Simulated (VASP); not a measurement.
Wanted: the native input for a VASP 6.6.1 run.

```yaml
Task: single point
Functional: PBE
Potentials_or_basis: VASP PAW PBE potentials, release 64 (Hf_pv, Si, N)
Cutoff: 520 eV
k_mesh: 4 × 4 × 4
Occupations: gaussian, width 0.1 eV
Spin: no spin polarisation
Dipole_correction: no
Further_INCAR_settings: ALGO = Normal; EDIFF = 1e-07; NBANDS = 25
```

The structure of Hf2SiN2 lies in POSCAR:

```
Hf2SiN2
1.0
    5.3574840572      0.0000000000      0.0000000000
    0.0000000000      5.3574840572      0.0000000000
    0.0000000000      0.0000000000      4.0097088039
Hf Si N
2 1 2
Direct
    0.5000000000      0.0000000000      0.5000000000
    0.0000000000      0.5000000000      0.5000000000
    0.0000000000      0.0000000000      0.5000000000
    0.5000000000      0.0000000000      0.0000000000
    0.0000000000      0.5000000000      0.0000000000
```

The cell was built by a generator and needn't be a form met in nature.

The cell isn't the ideal one: random cell by space group and Wyckoff sites (P4/mmm, No. 123).

These files were run (other wordings do the same):

INCAR

```
SYSTEM = Hf2SiN2
PREC = Accurate
ENCUT = 520
EDIFF = 1E-7
ISMEAR = 0
SIGMA = 0.1
LREAL = .FALSE.
LASPH = .TRUE.
NELM = 100
ALGO = Normal
ISIF = 2
LWAVE = .FALSE.
LCHARG = .FALSE.
GGA = PE
NBANDS = 25
```

KPOINTS

```
regular mesh
0
G
  4 4 4
  0 0 0
```

Potentials or basis: VASP PAW PBE potentials, release 64 (Hf_pv, Si, N).

Run with:

```console
$ cat potpaw_PBE.64/Hf_pv/POTCAR potpaw_PBE.64/Si/POTCAR potpaw_PBE.64/N/POTCAR > POTCAR
$ mpirun -np 1 vasp_std > vasp.out
```

It gave:

* Pressure: 0.1 GPa
* Band gap on the k mesh: none (metal or under the smearing width)

Caveat: the k mesh is coarse (spacing up to 0.39 Å⁻¹), so the values aren't converged.

Wall time 81 s on 1 thread of AMD EPYC 7R43 64-Core Processor (Zen 3) (shared host), peak memory 0.19 GiB.
